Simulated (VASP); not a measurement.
Energy against volume of GaN (wurtzite). Method: LDA (Ceperley-Alder, Perdew-Zunger), VASP's LDA PAW potentials (set 64) (plane waves; VASP). Settings: 520 eV cut-off, 10×10×5 Γ-centred mesh, Gaussian smearing of 0.050 eV, potentials Ga_d N.

Shape and ions are relaxed at each volume.

| V (Å³/atom) | E (eV/atom) |
|---|---|
| 10.449 | -6.94949 |
| 10.783 | -6.97101 |
| 11.116 | -6.97769 |
| 11.450 | -6.97173 |

Fit these four points and predict the energy of the run at 11.783 Å³/atom.

A cubic in V^(−2/3), the third-order Birch-Murnaghan form, passes through the four points with V0 = 11.12 Å³/atom and B0 = 202 GPa, and gives -6.9550 eV/atom there. The run gave -6.9551 eV/atom, -0.1 meV/atom from the fit; all five points give B0 = 202 GPa.

The compound is GaN in the wurtzite structure. It was relaxed first.
